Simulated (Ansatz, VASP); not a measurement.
# MoS2: VASP beside Ansatz, part 2 of 2

Wanted: the spread between two codes on one cell, functional and k mesh. The structure shown is the start of the Ansatz relaxation below; VASP solves that cell, so the two are compared at the walk's first step.

VASP 6.6.1 and Ansatz 0.2.0.

So far. Step 3 (VASP: single point, PBEsol, start cell, pair 1): The run ends at a pressure of -0.34 GPa, with forces up to 0.13 eV/Å.

## (6) VASP: single point, PBEsol, start cell, pair 2

Level of this step: PBEsol, no spin polarisation; plane waves and PAW (Mo_sv, S) (VASP).

The same cell, functional, mesh and smearing now go to VASP, with its own data sets.

INCAR reads:

```
SYSTEM = MoS2
PREC = Accurate
ENCUT = 400
EDIFF = 1E-06
NELM = 120
ISMEAR = 1
SIGMA = 0.2
LREAL = .FALSE.
ALGO = Normal
GGA = PS
NBANDS = 19
LASPH = .TRUE.
LORBIT = 11
LWAVE = .FALSE.
LCHARG = .FALSE.
ISIF = 2
LDIPOL = .TRUE.
IDIPOL = 3
DIPOL = 0.5 0.5 0.339
LVHAR = .TRUE.
GGA_COMPAT = .FALSE.
NELMDL = -8
KPAR = 2
```

POSCAR reads:

```
MoS2
1.0
    3.1742803848      0.0000000000      0.0000000000
   -1.5871401924      2.6951053451      0.0000000000
    0.0000000000      0.0000000000     29.5040000000
Mo S
1 2
Direct
    0.0000000000      0.0000000000      0.3389370933
    0.3344958622      0.6689917245      0.3930857850
    0.6655041377      0.3310082755      0.2847884016
```

KPOINTS reads:

```
Automatic mesh
0
Gamma
15 15 1
0 0 0
```

Potentials, in the order of the species: Mo_sv and S (PBE family, release 64).

The run is started by

```console
$ mpirun -np 2 vasp_std
```

Numbers of over 12 decimals in the logs are rounded to 6 here.

Output:

```text
[banner, memory and clock lines left out]
running    2 mpi-ranks, on    1 nodes
[...]
[... a notice as in an earlier step ...]

 LDA part: xc-table for (Slater+PW92), standard interpolation
 POSCAR, INCAR and KPOINTS ok, starting setup
[...]
entering main loop
       N       E                     dE             d eps       ncg     rms          rms(c)
DAV:   1     0.130023899696E+03    0.13002E+03   -0.11855E+04  3456   0.841E+02
DAV:   2    -0.130576839923E+02   -0.14308E+03   -0.14035E+03  3500   0.200E+02
DAV:   3    -0.239748002857E+02   -0.10917E+02   -0.10838E+02  3308   0.514E+01
DAV:   4    -0.241234739046E+02   -0.14867E+00   -0.14717E+00  3286   0.650E+00
[...]
DAV:  24    -0.225562746530E+02   -0.23705E-05   -0.35472E-08  2008   0.757E-04    0.354E-04
DAV:  25    -0.225562786149E+02   -0.39619E-05   -0.13030E-07  2057   0.944E-04    0.272E-04
DAV:  26    -0.225562792849E+02   -0.66995E-06   -0.79595E-09  1800   0.355E-04
   1 F= -.22556279E+02 E0= -.22555409E+02  d E =-.260977E-02
```

OUTCAR, selected parts (step 6):

```text
  Total       -1.3676439     -0.0973051     -0.5183600      0.0000000      0.1514750      0.0000000
  in kB       -8.6812384     -0.6176527     -3.2903348      0.0000000      0.9615009      0.0000000
  external PRESSURE =      -4.1964086 kB  Pullay stress =       0.0000000 kB

 POSITION                                       TOTAL-FORCE (eV/Angst)
 -----------------------------------------------------------------------------------
      0.00000      0.00000     10.00000         0.000000      0.000000      0.000000
     -0.00000      1.80300     11.59760         0.000000      0.047394     -0.126707
      1.58714      0.89210      8.40240        -0.000000     -0.047394      0.126707
 -----------------------------------------------------------------------------------
    total drift:                                0.000000      0.000001      0.000131

  FREE ENERGIE OF THE ION-ELECTRON SYSTEM (eV)
  ---------------------------------------------------
  free  energy   TOTEN  =       -22.5562792849 eV

  energy  without entropy=      -22.5536695132  energy(sigma->0) =      -22.55540936

[... 1 part as in an earlier step ...]

[... 2 further parts left out ...]
[key lines of the parts left out:]
E-fermi :  -2.3569
```

The run ends at a pressure of -0.42 GPa, with forces up to 0.14 eV/Å.

## (7) Comparison

Forces (eV/Å; atoms numbered as in POSCAR):

| atom | Ansatz x, y, z | VASP x, y, z |
| --- | --- | --- |
| Mo1 | 0.000, 0.000, 0.000 | 0.000, 0.000, 0.000 |
| S2 | 0.000, 0.048, -0.134 | 0.000, 0.047, -0.127 |
| S3 | 0.000, -0.048, 0.134 | 0.000, -0.047, 0.127 |

The forces differ by 3.3 meV/Å r.m.s., which is 5.2 % of the r.m.s. force of 0.064 eV/Å (both taken over all components). With vacuum in the cell, a pressure given here is an average over mostly empty space and none of the material.

## (8) Ansatz: relaxation, PBEsol

The two programs are compared at the cell with which this relaxation starts, whose forces are those of its first step.

The structure compared here is the start of the Ansatz relaxation; VASP solves that cell, so the two are compared at the walk's first step.

input.yaml reads:

```yaml
crystal:
  lattice:
    - [3.112039593, 0.0, 0.0]
    - [-1.5560197965, 2.7490074521, 0.0]
    - [0.0, 0.0, 29.504]
  atoms:
    - { symbol: Mo, position: [0.0, 0.0, 0.3389370933] }
    - { symbol: S, position: [0.33216811, 0.66433622, 0.3930861495] }
    - { symbol: S, position: [0.66783189, 0.33566378, 0.2847880371] }
  periodic: [true, true, false]
kpoints:
  mp_grid: { grid: [15, 15, 1] }
hamiltonian:
  xc: pbesol
  pseudopotentials: { kind: paw, azcp: { folder: soft_1 }, xc_functional: pbe }
scf:
  occupations: { method: methfessel_paxton, width: 0.2 }
output:
  forces: true
  stress: true
  eigenvalues: true
relax:
  adjacent_minimum: "off"
  f_tol: 0.001
  max_steps: 60
```

The run is started by

```console
$ ansatz run input.yaml --threads 4 --pin off --max-ram 16384MiB --backend cpu --events-out ev --progress --plain --runs-dir out
```

Output:

```text
[...]
Crystal: 3 atoms, lattice volume = 252.407 Å³
Basis set: ecut = 420 eV, 4923 PW (Γ), exchange–correlation on 48×48×400 points (8 copies of the dense FFT grid, shifted against one another)
Bands: 17, of which v1, the nominal top of the filled ones, is band 13 counted from 1 (12 counted from 0)
Symmetry: 4 space group operations
[...]
--- Relaxed structure (4 steps of the walk, 4 accepted, 0 SCFs on fresh bases) ---
  F+E_penalty+E_count = -6669.31042203 eV   max|allowed force component| = 1.959e-4 eV/Å
  cell:  # Å, volume = 252.4073 Å³
    - [3.112039593, 0.0, 0.0]
    - [-1.5560197965, 2.7490074521, 0.0]
    - [0.0, 0.0, 29.504]
  atoms:
    - { symbol: Mo, position: [0.0, 0.0, 0.338937] }
    - { symbol: S, position: [0.331033, 0.662066, 0.392781] }
    - { symbol: S, position: [0.668967, 0.337934, 0.285094] }
[key lines of the parts left out:]
SCF converged after 4 iterations
Free energy (F): -6669.310422 eV
Fermi energy:    -5.079928 eV
P = ½ c Tr σ = -0.7672 N/m
```

## (9) VASP: single point, PBEsol, start cell, pair 3

The same cell, functional, mesh and smearing now go to VASP, with its own data sets.

INCAR is that of step 6.

POSCAR reads:

```
MoS2
1.0
    3.1120395930      0.0000000000      0.0000000000
   -1.5560197965      2.7490074521      0.0000000000
    0.0000000000      0.0000000000     29.5040000000
Mo S
1 2
Direct
    0.0000000000      0.0000000000      0.3389370933
    0.3321681112      0.6643362224      0.3930861578
    0.6678318888      0.3356637776      0.2847880288
```

KPOINTS is that of step 6.

The run is started by

```console
$ mpirun -np 2 vasp_std
```

Output:

```text
[... set-up lines as in an earlier step ...]
 entering main loop
       N       E                     dE             d eps       ncg     rms          rms(c)
DAV:   1     0.129410024365E+03    0.12941E+03   -0.11832E+04  3456   0.839E+02
DAV:   2    -0.128121202134E+02   -0.14222E+03   -0.13911E+03  3459   0.199E+02
DAV:   3    -0.239676886621E+02   -0.11156E+02   -0.11026E+02  3291   0.517E+01
DAV:   4    -0.241234971362E+02   -0.15581E+00   -0.15491E+00  3311   0.664E+00
[...]
DAV:  24    -0.225563127249E+02   -0.20075E-05   -0.26186E-08  2003   0.693E-04    0.424E-04
DAV:  25    -0.225563169596E+02   -0.42347E-05   -0.14402E-07  2078   0.977E-04    0.289E-04
DAV:  26    -0.225563176002E+02   -0.64060E-06   -0.75024E-09  1777   0.381E-04
   1 F= -.22556318E+02 E0= -.22555451E+02  d E =-.260119E-02
```

Parts of OUTCAR (step 9):

```text
  Total       -0.1076856     -1.3604617     -0.5181184      0.0000000     -0.1492409      0.0000000
  in kB       -0.6835440     -8.6356486     -3.2888014      0.0000000     -0.9473194      0.0000000
  external PRESSURE =      -4.2026647 kB  Pullay stress =       0.0000000 kB

 POSITION                                       TOTAL-FORCE (eV/Angst)
 -----------------------------------------------------------------------------------
      0.00000      0.00000     10.00000         0.000000      0.000000      0.000000
     -0.00000      1.82627     11.59761        -0.000000     -0.046650     -0.126639
      1.55602      0.92274      8.40239        -0.000000      0.046650      0.126639
 -----------------------------------------------------------------------------------
    total drift:                                0.000000      0.000001      0.000149

  FREE ENERGIE OF THE ION-ELECTRON SYSTEM (eV)
  ---------------------------------------------------
  free  energy   TOTEN  =       -22.5563176002 eV

  energy  without entropy=      -22.5537164061  energy(sigma->0) =      -22.55545054

[... 1 part as in an earlier step ...]

[... 2 further parts left out ...]
[key lines of the parts left out:]
E-fermi :  -2.3569
```

The run ends at a pressure of -0.42 GPa, with forces up to 0.13 eV/Å.

## (10) Comparison

Forces (eV/Å; atoms numbered as in POSCAR):

| atom | Ansatz x, y, z | VASP x, y, z |
| --- | --- | --- |
| Mo1 | 0.000, 0.000, 0.000 | 0.000, 0.000, 0.000 |
| S2 | 0.000, -0.047, -0.134 | 0.000, -0.047, -0.127 |
| S3 | 0.000, 0.047, 0.134 | 0.000, 0.047, 0.127 |

The forces differ by 3.3 meV/Å r.m.s., which is 5.2 % of the r.m.s. force of 0.064 eV/Å (both taken over all components). With vacuum in the cell, a pressure given here is an average over mostly empty space and none of the material.

## (11) Outcome

```
r.m.s. force difference (single point, PBEsol, start cell, pair 1) : 3.2 meV/Å
r.m.s. force difference (single point, PBEsol, start cell, pair 2) : 3.3 meV/Å
r.m.s. force difference (single point, PBEsol, start cell, pair 3) : 3.3 meV/Å
```

In words: The r.m.s. force difference is 3.3 meV/Å (single point, PBEsol, start cell, pair 3), within the 12 meV/Å picked in this series as the mark of a large difference. 13 further runs of this series are not shown here. Such differences can come from data sets, numerical settings and the points named under the comparisons, not from the functional's error against experiment.

[Lines on the potential files, build, host, timing and source positions are cut from VASP's logs without a mark.]

[Logs are printed without paths, hosts, clocks, repeated set-up lines and the standing remarks that a program may print on its own settings, such as how far it seeks lower states.]

[Hosts, paths, dates, database ids (printed as entryN), source tags and the programs' standing remarks are cut or masked in the printed files.]
